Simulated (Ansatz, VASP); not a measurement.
# Ti2NbB3 in VASP and in Ansatz

Contents of INCAR:

```
ALGO = Normal
EDIFF = 1E-6
EDIFFG = -0.04
ENCUT = 600
GGA = PE
IBRION = 2
ISIF = 3
ISMEAR = 0
LASPH = T
LCHARG = F
LREAL = F
LWAVE = F
NELM = 100
NSW = 90
PREC = Accurate
SIGMA = 0.1
```

File KPOINTS:

```
k-points
0
Gamma
  6 6 2
```

POSCAR

```
Ti2NbB3
1.0
    2.7764632700      0.0000000000      0.0000000000
    0.0000000000      2.7764632700      0.0000000000
    0.0000000000      0.0000000000      8.4061182100
Ti Nb B
2 1 3
Direct
    0.5000000000      0.5000000000      0.3248246900
    0.5000000000      0.5000000000      0.6751753100
    0.5000000000      0.5000000000      0.0000000000
    0.0000000000      0.0000000000      0.8390681100
    0.0000000000      0.0000000000      0.1609318900
    0.0000000000      0.0000000000      0.5000000000
```

Input for Ansatz:

```yaml
crystal:
  lattice:
    - [2.77646327, 0.0, 0.0]
    - [0.0, 2.77646327, 0.0]
    - [0.0, 0.0, 8.40611821]
  atoms:
    - { symbol: Ti, position: [0.5, 0.5, 0.32482469] }
    - { symbol: Ti, position: [0.5, 0.5, 0.67517531] }
    - { symbol: Nb, position: [0.5, 0.5, 0.0] }
    - { symbol: B, position: [0.0, 0.0, 0.83906811] }
    - { symbol: B, position: [0.0, 0.0, 0.16093189] }
    - { symbol: B, position: [0.0, 0.0, 0.5] }
basis:
  ecutwfc: 420
kpoints:
  mp_grid: { grid: [6, 6, 2] }
hamiltonian:
  xc: pbe
scf:
  occupations: { method: gaussian, width: 0.1 }
  lower_state_search: "off"
output:
  forces: true
  stress: true
  eigenvalues: true
relax:
  adjacent_minimum: "off"
  f_tol: 0.04
  max_steps: 70
  cell: { stress_tol: 0.4 }
```

Change from the starting cell: species swapped into the Li3Tl2Cd type (P4/mmm, No. 123).

Alike in both runs: task relaxation of cell and atoms; functional PBE; k mesh 6 × 6 × 2; occupations gaussian, width 0.1 eV; no spin polarisation.

|  | VASP | Ansatz |
| --- | --- | --- |
| version | VASP 6.6.1 | Ansatz 0.2.0 |
| potentials or method | VASP PAW PBE potentials, release 64 (Ti_sv, Nb_sv, B) | scalar-relativistic, plane waves, PAW |
| plane-wave cutoff (eV) | 600 | 420 |
| valence electrons in the cell | 46 | 46 |

|  | VASP | Ansatz | Ansatz less VASP |
| --- | --- | --- | --- |
| gap on the k mesh at the Fermi level, each at its own relaxed structure (eV) | none | none | - |
| relaxed volume (Å³/atom) | 11.11 | 11.12 | +0.013 |
| relaxed cell length with the largest relative difference (Å) | 3.009 | 3.011 | +0.0019 |
| energy change over the relaxation (meV/atom) | -158 | -160 | -2.1 |

A gap of «none» marks a metal or a gap that the smearing closes.

Caveats: the k mesh is coarse (spacing up to 0.38 Å⁻¹), so the values aren't converged.
